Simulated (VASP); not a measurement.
These are revTPSS meta-GGA, VASP's PBE PAW potentials (set 64) (plane waves; VASP) values and carry that method's errors.

Input for VASP

KPOINTS_OPT:
```
k-points along high-symmetry lines
6
Line-mode
Reciprocal
  0.000000   0.000000   0.000000 ! GAMMA
  0.000000   0.500000   0.000000 ! M

  0.000000   0.500000   0.000000 ! M
 -0.333333   0.666667   0.000000 ! K

 -0.333333   0.666667   0.000000 ! K
  0.000000   0.000000   0.000000 ! GAMMA

  0.000000   0.000000   0.000000 ! GAMMA
  0.000000   0.000000   0.500000 ! A

  0.000000   0.000000   0.500000 ! A
  0.000000   0.500000   0.500000 ! L

  0.000000   0.500000   0.500000 ! L
 -0.333333   0.666667   0.500000 ! H

 -0.333333   0.666667   0.500000 ! H
  0.000000   0.000000   0.500000 ! A

  0.000000   0.500000   0.500000 ! L
  0.000000   0.500000   0.000000 ! M

 -0.333333   0.666667   0.500000 ! H
 -0.333333   0.666667   0.000000 ! K
```

INCAR:
```
ALGO = Normal
EDIFF = 1E-7
ENCUT = 520
ISIF = 2
ISMEAR = -5
LASPH = .TRUE.
LCHARG = .FALSE.
LEFG = .TRUE.
LMAXMIX = 4
LMIXTAU = .TRUE.
LORBIT = 11
LREAL = .FALSE.
LWAVE = .FALSE.
METAGGA = RTPSS
NEDOS = 601
NELM = 100
PREC = Accurate
SYSTEM = CdS
```

POSCAR:
```
CdS
13.5912670
  0.1540607485  -0.2668410307   0.0000000000
  0.1540607485   0.2668410307   0.0000000000
  0.0000000000   0.0000000000   0.4999999905
Cd S
2 2
Cart
  0.1540607485  -0.0889471881   0.2499722714
  0.1540607485   0.0889471881   0.4999722666
  0.1540607485  -0.0889471881   0.4385277155
  0.1540607485   0.0889471881   0.1885277203
```

File KPOINTS:
```
Regular mesh
0
gamma
7 7 4
0 0 0
```

POTCAR, in this order: Cd S (PBE.64 set). Program: vasp_std.

The resulting files:

OSZICAR:
```
       N       E                     dE             d eps       ncg     rms          rms(c)
DAV:   1     0.306201655162E+03    0.30620E+03   -0.17505E+04  1056   0.155E+03
DAV:   2     0.299031098965E+02   -0.27630E+03   -0.26963E+03  1276   0.464E+02
DAV:   3     0.945263268912E+01   -0.20450E+02   -0.20337E+02  1392   0.113E+02
DAV:   4     0.890219376548E+01   -0.55044E+00   -0.54923E+00  1336   0.239E+01
DAV:   5     0.888265719423E+01   -0.19537E-01   -0.19529E-01  1448   0.386E+00    0.135E+01
DAV:   6     0.160353474892E+02    0.71527E+01   -0.10782E+01  1092   0.459E+01    0.907E+00
DAV:   7     0.189616222844E+02    0.29263E+01   -0.18416E+00  1212   0.142E+01    0.633E+00
DAV:   8     0.153377059153E+02   -0.36239E+01   -0.87816E+00  1098   0.267E+01    0.749E+00
DAV:   9     0.189661824793E+02    0.36285E+01   -0.52440E+00  1062   0.217E+01    0.105E+00
DAV:  10     0.189298756722E+02   -0.36307E-01   -0.15052E-01  1224   0.261E+00    0.702E-01
DAV:  11     0.188123981147E+02   -0.11748E+00   -0.18316E-02  1068   0.151E+00    0.602E-01
DAV:  12     0.189200112227E+02    0.10761E+00   -0.60698E-02  1056   0.165E+00    0.616E-01
DAV:  13     0.187463877937E+02   -0.17362E+00   -0.77990E-02  1056   0.279E+00    0.291E-01
DAV:  14     0.187479745766E+02    0.15868E-02   -0.42181E-03  1266   0.456E-01    0.256E-01
DAV:  15     0.187472858764E+02   -0.68870E-03   -0.80537E-05  1182   0.750E-02    0.211E-01
DAV:  16     0.187472759510E+02   -0.99254E-05   -0.16582E-06  1290   0.977E-03    0.211E-01
DAV:  17     0.187507826962E+02    0.35067E-02   -0.12156E-03  1068   0.355E-01    0.145E-01
DAV:  18     0.187443501905E+02   -0.64325E-02   -0.30022E-03  1056   0.368E-01    0.176E-01
DAV:  19     0.187442300961E+02   -0.12009E-03   -0.75003E-05  1326   0.621E-02    0.170E-01
DAV:  20     0.187442597189E+02    0.29623E-04   -0.19666E-06  1134   0.125E-02    0.181E-01
DAV:  21     0.187441793136E+02   -0.80405E-04   -0.66597E-05  1092   0.532E-02    0.828E-02
DAV:  22     0.187441324620E+02   -0.46852E-04   -0.97889E-05  1134   0.533E-02    0.317E-02
DAV:  23     0.187441359121E+02    0.34501E-05   -0.84019E-06  1194   0.226E-02    0.214E-02
DAV:  24     0.187441354803E+02   -0.43186E-06   -0.33906E-06  1092   0.111E-02    0.107E-02
DAV:  25     0.187441344646E+02   -0.10156E-05   -0.89895E-06  1170   0.153E-02    0.659E-03
DAV:  26     0.187441353909E+02    0.92628E-06   -0.93459E-07  1116   0.821E-03    0.251E-03
DAV:  27     0.187441351036E+02   -0.28731E-06   -0.71471E-08   876   0.235E-03    0.230E-03
DAV:  28     0.187441353387E+02    0.23505E-06   -0.14446E-07   720   0.277E-03    0.880E-04
DAV:  29     0.187441352547E+02   -0.83940E-07   -0.54668E-08   558   0.177E-03
   1 F= 0.18744135E+02 E0= 0.18744135E+02  d E =0.000000E+00
       N       E                     dE             ncg
       N       E                     dE             ncg
       N       E                     dE             ncg
```

**OUTCAR**
```
------------------------ aborting loop because EDIFF is reached ----------------------------------------
  FORCE on cell =-STRESS in cart. coord.  units (eV):
  Direction    XX          YY          ZZ          XY          YZ          ZX
  --------------------------------------------------------------------------------------
  Total        0.0067179      0.0067179     -0.0186876      0.0000000      0.0000000      0.0000000
  in kB        0.1042852      0.1042852     -0.2900952      0.0000000      0.0000000      0.0000000
  external PRESSURE =      -0.0271749 kB  Pullay stress =       0.0000000 kB
  volume of cell :      103.21
      direct lattice vectors                 reciprocal lattice vectors
     2.093880766 -3.626707695  0.000000000     0.238791056 -0.137866087  0.000000000
     2.093880766  3.626707695  0.000000000     0.238791056  0.137866087  0.000000000
     0.000000000  0.000000000  6.795633371     0.000000000  0.000000000  0.147153318
  FREE ENERGIE OF THE ION-ELECTRON SYSTEM (eV)
  ---------------------------------------------------
  free  energy   TOTEN  =        18.7441352547 eV

  energy  without entropy=       18.7441352547  energy(sigma->0) =       18.74413525

 total charge

# of ion       s       p       d       tot
------------------------------------------
    1        0.403   0.296   9.546  10.246
    2        0.403   0.296   9.546  10.246
    3        1.312   2.397   0.000   3.709
    4        1.312   2.397   0.000   3.709
--------------------------------------------------
tot          3.430   5.387  19.093  27.910

 Electric field gradients after diagonalization (V/A^2)
 (convention: |V_zz| > |V_xx| > |V_yy|)
----------------------------------------------------------------------
 ion       V_xx      V_yy      V_zz     asymmetry (V_yy - V_xx)/ V_zz
----------------------------------------------------------------------
   1      -1.581    -1.579     3.160       0.001
   2      -1.581    -1.579     3.160       0.001
   3       0.167     0.166    -0.333       0.002
   4       0.167     0.166    -0.333       0.002
```
(Selected blocks of OUTCAR.)

File OUTCAR:
```
 val. band max:        0.9163130520   @ k =   0.0000   0.0000   0.0000

 cond. band min:       2.2030228878   @ k =   0.0000   0.0000   0.0000


 Fermi energy:         0.9171905131

 k-point     1 :       0.0000    0.0000    0.0000
  band No.  band energies     occupation
      1     -11.5134      2.00000
      2     -11.1028      2.00000
      3      -6.6367      2.00000
      4      -6.6327      2.00000
      5      -6.6327      2.00000
      6      -6.5533      2.00000
      7      -6.5533      2.00000
      8      -6.2551      2.00000
      9      -6.2551      2.00000
     10      -6.1680      2.00000
     11      -6.1680      2.00000
     12      -5.8552      2.00000
     13      -3.2685      2.00000
     14       0.1959      2.00000
     15       0.1960      2.00000
     16       0.8843      2.00000
     17       0.9163      2.00000
     18       0.9163      2.00000
     19       2.2030      0.00000
     20       3.8108      0.00000
     21       7.5945      0.00000
     22       7.5945      0.00000

 k-point     2 :       0.1429    0.0000    0.0000
  band No.  band energies     occupation
      1     -11.4466      2.00000
      2     -11.0735      2.00000
      3      -6.6162      2.00000
      4      -6.6055      2.00000
      5      -6.5807      2.00000
      6      -6.5206      2.00000
      7      -6.5145      2.00000
      8      -6.2691      2.00000
      9      -6.2544      2.00000
     10      -6.1948      2.00000
     11      -6.1627      2.00000
     12      -5.8122      2.00000
     13      -3.1324      2.00000
     14      -0.5377      2.00000
     15      -0.0365      2.00000
     16      -0.0319      2.00000
     17       0.7443      2.00000
     18       0.7822      2.00000
     19       3.1275      0.00000
     20       4.4987      0.00000
     21       6.9775      0.00000
     22       7.8836      0.00000

 k-point     3 :       0.2857    0.0000    0.0000
  band No.  band energies     occupation
      1     -11.2873      2.00000
...
```

The compound is CdS in the wurtzite structure. It was relaxed first.
